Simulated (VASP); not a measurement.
Consider the following.

```yaml
crystal:
  lattice:
    - [1.78860, -3.09795, 0.00000]
    - [1.78860, 3.09795, 0.00000]
    - [0.00000, 0.00000, 5.58884]
  atoms:
    - { symbol: Tb, position: [0.33333, 0.66667, 0.25000] }
    - { symbol: Tb, position: [0.66667, 0.33333, 0.75000] }
```

All values below come from PBE GGA with D3 dispersion (Becke-Johnson damping), VASP's PBE PAW potentials (set 64) (plane waves; VASP). Run with 520 eV cut-off, 11×11×6 Γ-centred mesh, first-order Methfessel-Paxton smearing of 0.10 eV, potentials Tb_3.

The 4f electrons are frozen in the core of the lanthanide potential, so 4f levels, which can set the real gap, and their magnetism are missing.

### Question
Estimate the energy per atom (σ→0), band gap (on the k-mesh) with the smallest direct gap where there is one.

### Answer

```
Property                                                     Value
------------------------  ----------------------------------------
band gap (on the k-mesh)  none (metal, semimetal or under 0.01 eV)
energy per atom (σ→0)                               -4.918 eV/atom
```

Only differences to runs with the same potentials and settings are physical.

The compound is Tb in the hcp structure. It was relaxed first. The start is the result of an earlier pass.
